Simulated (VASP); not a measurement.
Here is the system:

```yaml
crystal:
  lattice:
    - [1.94084, -3.36163, 0.00000]
    - [1.94084, 3.36163, 0.00000]
    - [0.00000, 0.00000, 5.05083]
  atoms:
    - { symbol: Ni, position: [0.00000, 0.00000, 0.50000] }
    - { symbol: Ni, position: [0.00000, 0.00000, 0.00000] }
    - { symbol: Sb, position: [0.33333, 0.66667, 0.25000] }
    - { symbol: Sb, position: [0.66667, 0.33333, 0.75000] }
```

The numbers are results of r2SCAN+rVV10, VASP's PBE PAW potentials (set 64) (plane waves; VASP), not measurements. Settings: 520 eV cut-off, 9×9×6 Γ-centred mesh, first-order Methfessel-Paxton smearing of 0.10 eV, potentials Ni Sb.

Problem. Give the stress tensor in GPa (positive for a compressed cell).

Solution. 
```
4.05  0.00  0.00
0.00  4.05  0.00
0.00  0.00  4.09
```
The pressure is its mean diagonal, 4.07 GPa.

The compound is NiSb in the NiAs type structure. This cell is one point of a volume scan, at 0.97 of the reference volume. The run is not spin-polarised, so no magnetic state was tried.
